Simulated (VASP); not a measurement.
The system is C.

```
CELL_PARAMETERS angstrom
2.46100 0.00000 0.00000
-1.23050 2.13129 0.00000
0.00000 0.00000 8.04960
ATOMIC_POSITIONS crystal
C 0.00000 0.00000 0.25000
C 0.33333 0.66667 0.25000
C 0.00000 0.00000 0.75000
C 0.66667 0.33333 0.75000
```

The cell was built by a generator and needn't be a form met in nature.

Base run:

* Program: VASP 6.6.1
* Functional: PBE
* Dispersion: MBD
* Potentials or basis: VASP PAW PBE potentials, release 64 (C)
* Cutoff: 520 eV
* k mesh: 16 × 16 × 4
* Occupations: fermi-dirac, width 0.05 eV
* Spin: no spin polarisation

Its results: band gap on the k mesh 1.00 eV, direct; pressure 0.2 GPa.

After a change of settings the same cell gave: band gap on the k mesh 1.00 eV, direct; pressure -0.5 GPa. Which change was it?
A. dispersion from MBD to D2
B. functional from PBE to vdW-DF; dispersion from MBD to none
C. dispersion from MBD to TS
D. functional from PBE to rev-vdW-DF2; dispersion from MBD to none

C.

Not every run made on this cell is shown here.
